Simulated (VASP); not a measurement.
Input:

```xyz
6
Lattice="2.5228 0.0000 0.0000 0.0000 2.5228 0.0000 0.0000 0.0000 25.5275" Properties=species:S:1:pos:R:3 pbc="T T T"
Cu     1.2614     0.0000     8.3298
Cu     0.0000     1.2614    10.0669
Cu     1.2614     0.0000    11.8645
Cu     2.5228     1.2614    13.6629
Cu     1.2614     0.0000    15.4606
Cu     0.0000     1.2614    17.1976
```

Computed with PBEsol GGA, VASP's PBE PAW potentials (set 64) (plane waves; VASP 6.6.1). Run with PREC = Normal, 400 eV cut-off, 11×11×1 Γ-centred mesh, first-order Methfessel-Paxton smearing of 0.10 eV, potentials Cu.

### Question
Estimate the energy per atom (σ→0), band gap (on the k-mesh) with the smallest direct gap where there is one.

### Answer

```
Quantity                                                     Value
------------------------  ----------------------------------------
band gap (on the k-mesh)  none (metal, semimetal or under 0.01 eV)
energy per atom (σ→0)                               -4.077 eV/atom
```

Total energies compare only between runs with the same potentials, cut-off and functional.

The cell is a thin slab with vacuum, built from Cu (fcc): (100) face.
